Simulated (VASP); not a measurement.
# YReS (P4/mmm) in VASP: phonons with vdW-DF

Aim: the phonons of YReS with vdW-DF.

All numbers are computed with VASP 6.6.1; they aren't measurements. Logs are shortened: lines on timing, memory, paths and dates and some standing lists are left out, and cuts for length are marked.

### 1 Starting point

Symmetry: P4/mmm, No. 123, tetragonal system. The conventional cell has a = 3.889 Å, b = 3.889 Å, c = 3.969 Å, α = 90.00°, β = 90.00°, γ = 90.00°. Y (site symmetry 4/mmm) is surrounded by 4 S at 2.75 Å. Re (site symmetry 4/mmm) has 2 S at 1.98 Å as nearest neighbours. S (site symmetry 4/mmm) has 2 Re at 1.98 Å as nearest neighbours.

The cell was built by a generator and needn't be a form met in nature.

### 2 Phonons, vdW-DF

POSCAR

```
YReS
3.8892
    0.999992486887      0.000000000000      0.000000000000
    0.000000000000      0.999992486887      0.000000000000
    0.000000000000      0.000000000000      1.020553471151
Y Re S
1 1 1
Direct
    0.0000000000      0.0000000000      0.0000000000
    0.5000000000      0.5000000000      0.5000000000
    0.5000000000      0.5000000000      0.0000000000
```

INCAR.step1

```
SYSTEM = YReS
  PREC = Accurate
  ENCUT = 630
  EDIFF = 1E-8
  ISMEAR = -1
  SIGMA = 0.05
  LREAL = .FALSE.
  LASPH = .TRUE.
  NELM = 80
  ALGO = Normal
  ISIF = 3
  LWAVE = .FALSE.
  LCHARG = .FALSE.
  GGA = RE
  LUSE_VDW = .TRUE.
  AGGAC = 0.0
  IBRION = 2
  NSW = 40
  EDIFFG = -0.002
```

INCAR.step2

```
SYSTEM = YReS
  PREC = Accurate
  ENCUT = 630
  EDIFF = 1E-8
  ISMEAR = -1
  SIGMA = 0.05
  LREAL = .FALSE.
  LASPH = .TRUE.
  NELM = 80
  ALGO = Normal
  ISIF = 2
  LWAVE = .FALSE.
  LCHARG = .FALSE.
  GGA = RE
  LUSE_VDW = .TRUE.
  AGGAC = 0.0
  IBRION = 6
  NFREE = 2
  POTIM = 0.015
  NSW = 1
```

KPOINTS

```
regular mesh
0
G
  5 5 5
  0 0 0
```

Potentials or basis: VASP PAW PBE potentials, release 64 (Y_sv_GW, Re_sv_GW, S_GW).

Started as:

```
$ cat potpaw_PBE.64/Y_sv_GW/POTCAR potpaw_PBE.64/Re_sv_GW/POTCAR potpaw_PBE.64/S_GW/POTCAR > POTCAR
$ cp INCAR.step1 INCAR
$ mpirun -np 1 vasp_std > vasp.out
$ cp CONTCAR POSCAR
$ cp INCAR.step2 INCAR
$ mpirun -np 1 vasp_std > vasp.out
```

OUTCAR:

```text
SYSTEM = YReS
   PREC = Accurate
   ENCUT = 630
   EDIFF = 1E-8
   ISMEAR = -1
   LREAL = .FALSE.
   LASPH = .TRUE.
   NELM = 80
   ISIF = 2
   GGA = RE
   IBRION = 6
   NFREE = 2
   POTIM = 0.015
   NSW = 1

 ion  position               nearest neighbor table
   1  0.000  0.000  0.000-
   2  0.500  0.500  0.500-   3 2.20   3 2.20
   3  0.500  0.500  0.000-   2 2.20   2 2.20

  LATTYP: Found a simple tetragonal cell.
 ALAT       =     3.8530047240
 C/A-ratio  =     1.1430455770

  Lattice vectors:

 A1 = (   3.8530047240,   0.0000000000,   0.0000000000)
 A2 = (   0.0000000000,   3.8530047240,   0.0000000000)
 A3 = (   0.0000000000,   0.0000000000,   4.4041600080)

Analysis of symmetry for initial positions (statically):
=====================================================================
 Subroutine PRICEL returns:
 Original cell was already a primitive cell.

 Routine SETGRP: Setting up the symmetry group for a
 simple tetragonal supercell.

 Subroutine GETGRP returns: Found 16 space group operations
 (whereof 16 operations were pure point group operations)
 out of a pool of 16 trial point group operations.

The static configuration has the point symmetry D_4h.

Analysis of symmetry for dynamics (positions and initial velocities):
=====================================================================
 Subroutine PRICEL returns:
 Original cell was already a primitive cell.

 Routine SETGRP: Setting up the symmetry group for a
 simple tetragonal supercell.

 Subroutine GETGRP returns: Found 16 space group operations
 (whereof 16 operations were pure point group operations)
 out of a pool of 16 trial point group operations.

The dynamic configuration has the point symmetry D_4h.

 Subroutine INISYM returns: Found 16 space group operations
 (whereof 16 operations are pure point group operations),
 and found     1 'primitive' translations

----------------------------------------------------------------------------------------

                                     Primitive cell

  volume of cell :      65.3826

  direct lattice vectors                    reciprocal lattice vectors
     3.853004724  0.000000000  0.000000000     0.259537704  0.000000000  0.000000000
     0.000000000  3.853004724  0.000000000     0.000000000  0.259537704  0.000000000
     0.000000000  0.000000000  4.404160008     0.000000000  0.000000000  0.227058054

  length of vectors
     3.853004724  3.853004724  4.404160008     0.259537704  0.259537704  0.227058054

  position of ions in fractional coordinates (direct lattice)
     0.000000000  0.000000000  0.000000000
     0.500000000  0.500000000  0.500000000
     0.500000000  0.500000000  0.000000000

  ion indices of the primitive-cell ions
   primitive index   ion index
                 1           1
                 2           2
                 3           3

----------------------------------------------------------------------------------------

 KPOINTS: regular mesh

Automatic generation of k-mesh.
 Grid dimensions read from file:
 generate k-points for:    5    5    5

 Generating k-lattice:

  Cartesian coordinates                     Fractional coordinates (reciprocal lattice)
     0.051907541  0.000000000  0.000000000     0.200000000  0.000000000  0.000000000
     0.000000000  0.051907541  0.000000000     0.000000000  0.200000000  0.000000000
     0.000000000  0.000000000  0.045411611     0.000000000  0.000000000  0.200000000

  Length of vectors
     0.051907541  0.051907541  0.045411611

  Shift w.r.t. Gamma in fractional coordinates (k-lattice)
     0.000000000  0.000000000  0.000000000

 Subroutine IBZKPT returns following result:
 ===========================================

 Found     18 irreducible k-points:

 Following reciprocal coordinates:
            Coordinates               Weight
  0.000000  0.000000  0.000000      1.000000
  0.200000  0.000000  0.000000      4.000000
  0.400000  0.000000  0.000000      4.000000
  0.200000  0.200000  0.000000      4.000000
  0.400000  0.200000  0.000000      8.000000
  0.400000  0.400000  0.000000      4.000000
[... 10 lines left out ...]
  0.400000  0.200000  0.400000     16.000000
  0.400000  0.400000  0.400000      8.000000
   k-points           NKPTS =     18   k-points in BZ     NKDIM =     18   number of bands    NBANDS=     20
   number of dos      NEDOS =    301   number of ions     NIONS =      3
   total plane-waves  NPLWV =  36864
   dimension x,y,z NGX =    32 NGY =   32 NGZ =   36
   dimension x,y,z NGXF=    64 NGYF=   64 NGZF=   72
   ions per type =               1   1   1
   NGX,Y,Z   is equivalent  to a cutoff of  13.81, 13.81, 13.59 a.u.
   NGXF,Y,Z  is equivalent  to a cutoff of  27.61, 27.61, 27.18 a.u.
 SYSTEM =  YReS
   PREC   = accura    normal or accurate (medium, high low for compatibility)
   ISTART =      0    job   : 0-new  1-cont  2-samecut
   ICHARG =      2    charge: 1-file 2-atom 10-const
   ISPIN  =      1    spin polarized calculation?
   LNONCOLLINEAR =      F non collinear calculations
   LSORBIT =      F    spin-orbit coupling
   LASPH  =      T    aspherical Exc in radial PAW
   ENCUT  =  630.0 eV  46.30 Ry    6.80 a.u.   7.89  7.89  9.01*2*pi/ulx,y,z
   NELM   =     80;   NELMIN=  2; NELMDL=  0     # of ELM steps
   EDIFF  = 0.1E-07   stopping-criterion for ELM
   LREAL  =      F    real-space projection
   EDIFFG = 0.1E-06   stopping-criterion for IOM
   NSW    =     73    number of steps for IOM
   IBRION =      6    ionic relax: 0-MD 1-quasi-New 2-CG
   NFREE  =      2    steps in history (QN), initial steepest desc. (CG)
   ISIF   =      2    stress and relaxation
   ISYM   =      2    0-nonsym 1-usesym 2-fastsym
   POTIM  = 0.0150    time-step for ionic-motion
   TEBEG  =    0.0;   TEEND  =   0.0 temperature during run
   PSTRESS=    0.0 pullay stress
   NELECT =      32.0000    total number of electrons
   NUPDOWN=      -1.0000    fix difference up-down
   EMIN   =  10.00;   EMAX   =-10.00  energy-range for DOS
   EFERMI =   0.00;   METHOD = LEGACY
   ISMEAR =    -1;   SIGMA  =   0.05  broadening in eV -4-tet -1-fermi 0-gaus
   EFERMI_NEDOS =   21; number of points for ismear=-14 and -15
   IALGO  =     38    algorithm
   IMIX   =      4    mixing-type and parameters
     AMIX     =   0.40;   BMIX     =  1.00
     AMIX_MAG =   1.60;   BMIX_MAG =  1.00
  volume/ion in A,a.u.               =      21.79       147.07
  Fermi-wavevector in a.u.,A,eV,Ry     =   1.290142  2.438014 22.646432  1.664466
  Thomas-Fermi vector in A             =   2.421991
   LORBIT       =      0    0 simple, 1 ext, 2 COOP (PROOUT), +10 PAW based schemes
   GGA     = RE    functional components
   LHFCALC =     F    Hartree Fock is set to
   AEXX    =    0.0000 exact exchange contribution
   IVDW_NL    =     1    kernel type
   BPARAM     = 6.3000
   IVDW    =     0    specifies the selected vdW correction
   LEPSILON=     F    determine dielectric tensor
   LRPA    =     F    only Hartree local field effects (RPA)
 finite differences with symmetry
 non-spin polarized calculation
  energy-cutoff  :      630.00
  volume of cell :       65.38
 maximum number of plane-waves:      2364
 NGX is ok and might be reduce to    32
   NGX = 15   NGY = 15   NGZ = 19

--------------------------------------- Ionic step        1  -------------------------------------------

 number of electron      31.9999994 magnetization

 Free energy of the ion-electron system (eV)
  ---------------------------------------------------
  ext. energy  EPLUGINS =         0.00000000
  ---------------------------------------------------
  free energy    TOTEN  =       -17.90197141 eV

  energy without entropy =      -17.88531169  energy(sigma->0) =      -17.89364155

------------------------ aborting loop because EDIFF is reached ----------------------------------------

  FORCE on cell =-STRESS in cart. coord.  units (eV):
  Direction    XX          YY          ZZ          XY          YZ          ZX
  --------------------------------------------------------------------------------------
  -------------------------------------------------------------------------------------
  Total        0.0297205      0.0297205      0.1738616      0.0000000      0.0000000      0.0000000
  in kB        0.7282903      0.7282903      4.2604171      0.0000000      0.0000000      0.0000000
  external PRESSURE =       1.9056659 kB  Pullay stress =       0.0000000 kB
[... 100 lines left out ...]
  energy  without entropy=      -17.8842973109  energy(sigma->0) =      -17.89262659

Total vdW correction in eV:      4.5922198

[... ionic steps 4 to 10 ...]

--------------------------------------- Ionic step       11  -------------------------------------------

 number of electron      31.9999994 magnetization

------------------------ aborting loop because EDIFF is reached ----------------------------------------
[... 73 lines left out ...]
--------------------------------------- Ionic step       13  -------------------------------------------

 number of electron      31.9999993 magnetization

 Free energy of the ion-electron system (eV)
  ---------------------------------------------------
  ext. energy  EPLUGINS =         0.00000000
  ---------------------------------------------------
  free energy    TOTEN  =       -17.89836745 eV

  energy without entropy =      -17.88170542  energy(sigma->0) =      -17.89003643

 E-fermi :   8.0636     XC(G=0): -10.5993

 val. band max:        8.0400607394   @ k =   0.4000   0.2000   0.0000
 cond. band min:       8.0967083680   @ k =   0.2000   0.0000   0.4000
 fundamental gap:      0.0566476286
 Fermi energy:         8.0635726414

 k-point     1 :       0.0000    0.0000    0.0000
  band No.  band energies     occupation
      1     -71.9029      2.00000
      2     -35.2321      2.00000
      3     -34.1905      2.00000
      4     -33.5383      2.00000
      5     -33.5383      2.00000
      6     -15.2368      2.00000
[... 437 lines left out ...]
  energy  without entropy=      -17.8817054193  energy(sigma->0) =      -17.89003643

Total vdW correction in eV:      4.5922089

 INTERNAL STRAIN TENSORS FROM DISPLACED ATOMS
 ============================================

 INTERNAL STRAIN TENSOR FOR ION    1 for displacements in x,y,z  (eV/Angst):
          X           Y           Z          XY          YZ          ZX
  --------------------------------------------------------------------------------
  x     0.00000     0.00000     0.00000     0.00000     0.00000     0.00000
  y     0.00000     0.00000     0.00000     0.00000     0.00000     0.00000
  z     0.00000     0.00000     0.00000     0.00000     0.00000     0.00000

 INTERNAL STRAIN TENSOR FOR ION    3 for displacements in x,y,z  (eV/Angst):
          X           Y           Z          XY          YZ          ZX
  --------------------------------------------------------------------------------
  x     0.00000     0.00000     0.00000     0.00000     0.00000     0.00000
  y     0.00000     0.00000     0.00000     0.00000     0.00000     0.00000
  z     0.00000     0.00000     0.00000     0.00000     0.00000     0.00000

 Eigenvectors and eigenvalues of the dynamical matrix
 ----------------------------------------------------

   1 f  =   17.025583 THz   106.974896 2PiTHz  567.912334 cm-1    70.412124 meV
             X         Y         Z           dx          dy          dz
      0.000000  0.000000  0.000000    -0.000000    0.000000    0.015399
      1.926502  1.926502  2.202080    -0.000000    0.000000   -0.395219
      1.926502  1.926502  0.000000     0.000000   -0.000000    0.918458
[... 25 lines left out ...]
   6 f  =    1.184738 THz     7.443930 2PiTHz   39.518614 cm-1     4.899682 meV
             X         Y         Z           dx          dy          dz
      0.000000  0.000000  0.000000     0.000000   -0.000000   -0.968321
      1.926502  1.926502  2.202080     0.000000   -0.000000   -0.234859
      1.926502  1.926502  0.000000     0.000000   -0.000000   -0.084826

   7 f/i=    0.303368 THz     1.906120 2PiTHz   10.119279 cm-1     1.254630 meV
             X         Y         Z           dx          dy          dz
      0.000000  0.000000  0.000000     0.036206    0.457036   -0.000000
      1.926502  1.926502  2.202080     0.066150    0.835034    0.000000
      1.926502  1.926502  0.000000     0.023446    0.295972    0.000000

   8 f/i=    0.303368 THz     1.906120 2PiTHz   10.119279 cm-1     1.254630 meV
             X         Y         Z           dx          dy          dz
      0.000000  0.000000  0.000000    -0.457036    0.036206   -0.000000
      1.926502  1.926502  2.202080    -0.835034    0.066150   -0.000000
      1.926502  1.926502  0.000000    -0.295972    0.023446   -0.000000

   9 f/i=    1.271687 THz     7.990242 2PiTHz   42.418897 cm-1     5.259271 meV
             X         Y         Z           dx          dy          dz
      0.000000  0.000000  0.000000    -0.000000   -0.000000   -0.249233
      1.926502  1.926502  2.202080    -0.000000   -0.000000    0.888056
      1.926502  1.926502  0.000000    -0.000000   -0.000000    0.386315

 ELASTIC MODULI CONTR FROM IONIC RELAXATION (kBar)
 Direction    XX          YY          ZZ          XY          YZ          ZX
 --------------------------------------------------------------------------------
 XX           0.0000      0.0000      0.0000      0.0000      0.0000      0.0000
 YY           0.0000      0.0000      0.0000      0.0000      0.0000      0.0000
 ZZ           0.0000      0.0000      0.0000      0.0000      0.0000      0.0000
 XY           0.0000      0.0000      0.0000      0.0000      0.0000      0.0000
 YZ           0.0000      0.0000      0.0000      0.0000      0.0000      0.0000
 ZX           0.0000      0.0000      0.0000      0.0000      0.0000      0.0000
 --------------------------------------------------------------------------------
```

Run time: 22 min. Hardware: 1 thread of AMD EPYC 9R45 (Zen 5), shared host; peak memory 0.54 GiB.

Results:

| Property | Result |
| --- | --- |
| Relaxed volume | 21.79 Å³/atom |
| Relaxed cell | a = 3.853 Å, b = 3.853 Å, c = 4.404 Å, α = 90.00°, β = 90.00°, γ = 90.00° |
| Space group after relaxing (to 0.05 Å) | P4/mmm (No. 123) |
| Highest phonon frequency at Γ, LO-TO splitting left out | 568 cm⁻¹ |
| Most unstable mode | 42i cm⁻¹ |

The path:
```
step  energy change (eV)  largest force (eV/Å)  pressure (GPa)  volume (Å³)
   1              0.0000                0.0000           28.65        60.04
   2              1.8056                0.0000          -14.73        91.33
   3              0.5132                0.0000          -14.42        82.17
   4             -0.4091                0.0000          -13.31        76.00
   5             -1.4008                0.0000           -4.68        68.01
   6             -1.3694                0.0000            3.88        64.93
   7             -1.4396                0.0000           -1.79        66.79
   8             -1.4402                0.0000           -1.33        66.62
   9             -1.4485                0.0000            0.34        65.16
  10             -1.4487                0.0000            0.12        65.34
  11             -1.4486                0.0000           -0.19        65.45
  12             -1.4487                0.0000            0.00        65.38
```

Final structure:
```
Y Re S
1.0
     3.85300    0.00000    0.00000
     0.00000    3.85300    0.00000
     0.00000    0.00000    4.40416
Y Re S
1 1 1
Direct
  0.00000 0.00000 0.00000
  0.50000 0.50000 0.50000
  0.50000 0.50000 0.00000
```

Phonon frequencies in cm⁻¹ (negative: imaginary):
| q point | frequencies |
| --- | --- |
| (0.000, 0.000, 0.000) | -42 -10 -10 40 86 86 306 306 568 |

Caveat: some modes are imaginary; the PAW data sets were made with another functional, which shifts forces and pressure a little.

### 3 For comparison

An earlier run on the cell as given: functional PBE; potentials or basis VASP PAW PBE potentials, release 64 (Y_sv, Re, S); cutoff 520 eV; k mesh 7 × 7 × 7; occupations fermi-dirac, width 0.05 eV; no spin polarisation.

* Pressure: 25.8 GPa
* Band gap on the k mesh: none (metal or under the smearing width)
